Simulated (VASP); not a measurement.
Input:

```
CELL_PARAMETERS angstrom
      3.66432     0.00000     0.00000
      0.00000     3.66432     0.00000
      0.00000     0.00000     3.66432
ATOMIC_POSITIONS crystal
  Pb 0.00000 0.00000 0.00000
  Se 0.50000 0.50000 0.50000
```

Level of theory: LDA (Ceperley-Alder, Perdew-Zunger), VASP's LDA PAW potentials (set 64) (plane waves; VASP 6.6.1). Run with 400 eV cut-off, Gaussian smearing of 0.050 eV, potentials Pb_d Se.

Give the energies of bands 7 to 13 at the high-symmetry points, in eV from the Fermi level.

```csv
band,Γ,X,M,R
7,-6.81,-9.35,-7.50,-6.19
8,-1.66,-0.22,-4.87,-2.57
9,-1.66,-0.22,-4.87,-2.57
10,-1.66,0.05,0.04,-2.57
11,5.08,0.16,4.47,-0.88
12,5.08,3.56,4.47,-0.88
13,6.74,3.56,5.44,-0.88
```

It has no gap at this level: it comes out as a metal or semimetal.

The structure comes from a computed database's PbSe entry (Pm-3m); how it stands against other phases isn't given here. It was relaxed first, which changed the volume by -9 %.
